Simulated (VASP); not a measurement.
Runs of VASP 6.6.1 on Ni. The structure is cubic, space group Fm-3m (No. 225). The conventional cell has a = 3.518 Å, b = 3.518 Å, c = 3.518 Å, α = 90.00°, β = 90.00°, γ = 90.00°. Ni (site symmetry m-3m) has 12 Ni at 2.49 Å as nearest neighbours. 

```csv
task,cell,gap on the mesh (eV),pressure (GPa),moment (μB)
single point,a relaxed cell with its volume scaled by 0.94,none,14.2,0.62
single point,a relaxed cell with its volume scaled by 1.06,none,(b),0.64
relaxation of cell and atoms,relaxed,none,0.0,0.63
single point,a relaxed cell with its volume scaled by 0.91,none,23.4,0.62
single point,a relaxed cell with its volume scaled by 0.97,none,6.5,0.63
single point,a relaxed cell with its volume scaled by 1.09,none,-13.7,0.64
single point,a relaxed cell with its volume scaled by 1.03,none,(a),0.63
single point,"Fm-3m, 10.88 Å³/atom",none,0.0,0.63
```

Alike in all rows: level PBE; potentials or basis VASP PAW PBE potentials, release 64 (Ni); spin collinear, ferromagnetic start; k mesh 20 × 20 × 20; cutoff (eV) 520; smearing methfessel-paxton 0.2 eV.

Estimate the missing entries.

(a) -5.4; (b) -10.0.

Caveats: so large a pressure means that the cell lies far from this level's equilibrium, or that cutoff or potentials fall short (some runs).

A gap of «none» marks a metal or a gap under the smearing width.
